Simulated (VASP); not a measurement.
Here is the system:

```yaml
crystal:
  lattice:
    - [-2.65073, 2.65073, 2.65073]
    - [2.65073, -2.65073, 2.65073]
    - [2.65073, 2.65073, -2.65073]
  atoms:
    - { symbol: K, position: [0.00000, 0.00000, 0.00000] }
```

These are r2SCAN+rVV10, VASP's PBE PAW potentials (set 64) (plane waves; VASP) values and carry that method's errors. Run with 400 eV cut-off, 11×11×11 Γ-centred mesh, tetrahedra with Blöchl corrections, potentials K_sv.

**Question.** What does the run give for the energy per atom (σ→0), band gap (over mesh and band path) with the smallest direct gap where there is one?

**Answer.** 
| Item | Result |
|---|---|
| band gap (over mesh and band path) | none (metal, semimetal or under 0.01 eV) |
| energy per atom (σ→0) | -5.705 eV/atom |

The structure comes from a measured K entry (Im-3m) of the Crystallography Open Database, whose conditions weren't checked. It was relaxed first.
